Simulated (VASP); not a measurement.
# GaC3 (Pm-3m) in VASP: a series of runs, part 2 of 2

VASP 6.6.1.

### Step 3. Single point, PBE

Contents of INCAR:

```
SYSTEM = GaC3
ALGO     = Normal         ! electronic algorithm
EDIFF    = 1E-6           ! SCF threshold, eV
ENCUT    = 520            ! plane-wave cutoff, eV
GGA      = PE             ! functional
ISIF     = 2              ! what is computed and relaxed
ISMEAR   = -1             ! smearing method
LASPH    = .True.         ! aspherical terms in the spheres
LCHARG   = .False.        ! write CHGCAR
LREAL    = .False.        ! projectors in reciprocal space
LWAVE    = .False.        ! write WAVECAR
NBANDS   = 20             ! bands
NELM     = 100            ! most SCF steps
PREC     = Accurate       ! precision mode
SIGMA    = 0.1            ! smearing width, eV
```

Contents of KPOINTS:

```
k-points
0
Gamma
  4 4 4
  0 0 0
```

Contents of POSCAR:

```
GaC3
1.0
    3.3189480000      0.0000000000      0.0000000000
    0.0000000000      3.3189480000      0.0000000000
    0.0000000000      0.0000000000      3.3189480000
Ga C
1 3
Direct
    0.0000000000      0.0000000000      0.0000000000
    0.0000000000      0.5000000000      0.5000000000
    0.5000000000      0.0000000000      0.5000000000
    0.5000000000      0.5000000000      0.0000000000
```

Potentials or basis: VASP PAW PBE potentials, release 64 (Ga_d, C).

Started as:

```sh
cat potpaw_PBE.64/Ga_d/POTCAR potpaw_PBE.64/C/POTCAR > POTCAR
mpirun -np 1 vasp_std > vasp.out
```

OUTCAR:

```text
SYSTEM = GaC3
   EDIFF = 1E-6
   ENCUT = 520
   GGA = PE
   ISIF = 2
   ISMEAR = -1
   LASPH = .True.
   LREAL = .False.
   NELM = 100
   PREC = Accurate

 ion  position               nearest neighbor table
   1  0.000  0.000  0.000-   2 2.35   3 2.35   4 2.35   2 2.35   3 2.35   2 2.35   4 2.35   2 2.35
                             3 2.35   4 2.35   3 2.35   4 2.35
   2  0.000  0.500  0.500-   1 2.35   1 2.35   1 2.35   1 2.35
   3  0.500  0.000  0.500-   1 2.35   1 2.35   1 2.35   1 2.35
   4  0.500  0.500  0.000-   1 2.35   1 2.35   1 2.35   1 2.35

  LATTYP: Found a simple cubic cell.
[... 413 lines left out ...]
  --------------------------------------------------------------------------------------
  -------------------------------------------------------------------------------------
  Total        0.9588570      0.9588570      0.9588570      0.0000000      0.0000000      0.0000000
  in kB       42.0206793     42.0206793     42.0206793      0.0000000      0.0000000      0.0000000
  external PRESSURE =      42.0206793 kB  Pullay stress =       0.0000000 kB

 VOLUME and BASIS-vectors are now :
 -----------------------------------------------------------------------------
  energy-cutoff  :      520.00
  volume of cell :       36.56
      direct lattice vectors                 reciprocal lattice vectors
     3.318948000  0.000000000  0.000000000     0.301300292  0.000000000  0.000000000
     0.000000000  3.318948000  0.000000000     0.000000000  0.301300292  0.000000000
     0.000000000  0.000000000  3.318948000     0.000000000  0.000000000  0.301300292

 POSITION                                       TOTAL-FORCE (eV/Angst)
 -----------------------------------------------------------------------------------
      0.00000      0.00000      0.00000         0.000000      0.000000      0.000000
      0.00000      1.65947      1.65947         0.000000      0.000000      0.000000
      1.65947      0.00000      1.65947         0.000000      0.000000      0.000000
      1.65947      1.65947      0.00000         0.000000      0.000000      0.000000
 -----------------------------------------------------------------------------------
    total drift:                               -0.000000      0.000000      0.000000

  FREE ENERGIE OF THE ION-ELECTRON SYSTEM (eV)
  ---------------------------------------------------
  free  energy   TOTEN  =       -17.8203406283 eV

  energy  without entropy=      -17.7756664525  energy(sigma->0) =      -17.79800354
```

OSZICAR:

```text
N       E                     dE             d eps       ncg     rms          rms(c)
DAV:   1     0.150971658112E+03    0.15097E+03   -0.12064E+04   432   0.189E+03
DAV:   2    -0.281748404054E+01   -0.15379E+03   -0.14798E+03   452   0.399E+02
DAV:   3    -0.176238308698E+02   -0.14806E+02   -0.14159E+02   492   0.918E+01
DAV:   4    -0.181293446138E+02   -0.50551E+00   -0.50051E+00   424   0.153E+01
DAV:   5    -0.181409681183E+02   -0.11624E-01   -0.11589E-01   520   0.227E+00    0.307E+00
DAV:   6    -0.178548034981E+02    0.28616E+00   -0.50221E-01   524   0.209E+01    0.138E+00
DAV:   7    -0.178273206044E+02    0.27483E-01   -0.62550E-02   516   0.199E+00    0.651E-01
DAV:   8    -0.178204365324E+02    0.68841E-02   -0.93095E-03   524   0.831E-01    0.883E-02
DAV:   9    -0.178203321602E+02    0.10437E-03   -0.63610E-04   536   0.519E-01    0.176E-02
DAV:  10    -0.178203394814E+02   -0.73211E-05   -0.72153E-05   484   0.860E-02    0.734E-03
DAV:  11    -0.178203409183E+02   -0.14369E-05   -0.46990E-06   440   0.241E-02    0.199E-03
DAV:  12    -0.178203406283E+02    0.29000E-06   -0.50698E-07   248   0.128E-02
   1 F= -.17820341E+02 E0= -.17798004E+02  d E =-.446742E-01
```

stdout:

```text
POSCAR found type information on POSCAR GaC
 POSCAR found :  2 types and       4 ions
 scaLAPACK will be used
 LDA part: xc-table for (Slater+PW92), standard interpolation
 POSCAR, INCAR and KPOINTS ok, starting setup
 FFT: planning ... GRIDC
 FFT: planning ... GRID_SOFT
 FFT: planning ... GRID
 WAVECAR not read
 entering main loop
```

It took 9.7 s on 1 thread of Intel Xeon Platinum 8259CL at 2.50GHz (Skylake/Cascade Lake), shared host; peak memory 0.15 GiB.

Results:

- Free energy: -17.8203 eV
- Pressure: 4.2 GPa
- Band gap on the k mesh: none (metal or under the smearing width)

Levels at points of the mesh, in eV from the Fermi level:
| k point | band 8 | band 9 | band 10 | band 11 | band 12 | band 13 | band 14 | band 15 | band 16 | band 17 |
| --- | --- | --- | --- | --- | --- | --- | --- | --- | --- | --- |
| (0.00, 0.00, 0.00) | -6.34 | -5.47 | -5.47 | -5.47 | -0.03 | 1.17 | 1.17 | 1.17 | 3.76 | 3.76 |
| (0.50, 0.00, 0.00) | -5.89 | -2.97 | -2.97 | -2.06 | -2.06 | -1.76 | -0.72 | 0.56 | 3.53 | 3.53 |
| (0.50, 0.50, 0.00) | -10.73 | -8.85 | -1.15 | -0.61 | -0.61 | -0.54 | -0.54 | -0.43 | 4.18 | 4.45 |
| (0.50, 0.50, 0.50) | -9.10 | -7.18 | -7.18 | -7.18 | -7.14 | -3.33 | 4.48 | 4.48 | 4.48 | 4.92 |

Caveat: the k mesh is coarse (spacing up to 0.47 Å⁻¹), so the values aren't converged.

### Step 4. Single point, PBE

Contents of INCAR:

```
ALGO = Normal
EDIFF = 1E-7
ENCUT = 520
GGA = PE
ISIF = 2
ISMEAR = -1
LASPH = True
LCHARG = False
LREAL = False
LWAVE = False
NBANDS = 20
NELM = 60
PREC = Accurate
SIGMA = 0.1
```

Contents of KPOINTS:

```
k-points
0
Gamma
  3 3 3
```

POSCAR is that of step 3.

Started as:

```sh
cat potpaw_PBE.64/Ga_d/POTCAR potpaw_PBE.64/C/POTCAR > POTCAR
mpirun -np 1 vasp_std > vasp.out
```

It took 7.8 s on 1 thread of Intel Xeon Platinum 8259CL at 2.50GHz (Skylake/Cascade Lake), shared host; peak memory 0.15 GiB.

The run converged. Its results:

```
Free energy            : -17.2379 eV
Pressure               : 3.1 GPa
Band gap on the k mesh : none (metal or under the smearing width)
```

Levels at points of the mesh, in eV from the Fermi level:
```csv
k point,band 10,band 11,band 12,band 13,band 14,band 15
"(0.00, 0.00, 0.00)",-5.26,-5.26,0.03,1.45,1.45,1.45
```

Caveat: the k mesh is coarse (spacing up to 0.63 Å⁻¹), so the values aren't converged.

### Step 5. Single point, PBE

Contents of INCAR:

```
SYSTEM = GaC3
PREC = Accurate
ENCUT = 520
EDIFF = 1E-6
ISMEAR = -1
SIGMA = 0.1
LREAL = .False.
LASPH = .True.
NELM = 100
ALGO = Normal
ISIF = 2
LWAVE = .False.
LCHARG = .False.
GGA = PE
NBANDS = 20
```

Contents of KPOINTS:

```
Automatic mesh
0
Gamma
  4 4 4
  0 0 0
```

POSCAR is that of step 4.

Started as:

```sh
cat potpaw_PBE.64/Ga_d/POTCAR potpaw_PBE.64/C/POTCAR > POTCAR
mpirun -np 1 vasp_std > vasp.out
```

Wall time 9.6 s (1 thread of Intel Xeon Platinum 8259CL at 2.50GHz (Skylake/Cascade Lake), shared host); peak memory 0.15 GiB.

The run converged. Its results:

```
Free energy            : -17.8203 eV
Pressure               : 4.2 GPa
Band gap on the k mesh : none (metal or under the smearing width)
```

Levels at points of the mesh, in eV from the Fermi level:
```csv
k point,band 9,band 10,band 11,band 12,band 13,band 14,band 15,band 16
"(0.00, 0.00, 0.00)",-5.47,-5.47,-5.47,-0.03,1.17,1.17,1.17,3.76
"(0.50, 0.00, 0.00)",-2.97,-2.97,-2.06,-2.06,-1.76,-0.72,0.56,3.53
"(0.50, 0.50, 0.00)",-8.85,-1.15,-0.61,-0.61,-0.54,-0.54,-0.43,4.18
"(0.50, 0.50, 0.50)",-7.18,-7.18,-7.18,-7.14,-3.33,4.48,4.48,4.48
```

Caveat: the k mesh is coarse (spacing up to 0.47 Å⁻¹), so the values aren't converged.

### Step 6. The runs side by side

```csv
k mesh,mesh quality,gap on the mesh (eV),pressure (GPa)
6 × 6 × 6,not flagged,none,1.5
4 × 4 × 4,coarse,none,4.2
3 × 3 × 3,coarse,none,3.1
```

Alike in all rows: task single point; level PBE; potentials or basis VASP PAW PBE potentials, release 64 (Ga_d, C); no spin polarisation; cell as given; cutoff (eV) 520; smearing fermi-dirac 0.1 eV.

Caveats: some runs use coarse meshes.

Total energies depend on the potentials used, so only differences within one code and one set of settings carry meaning.
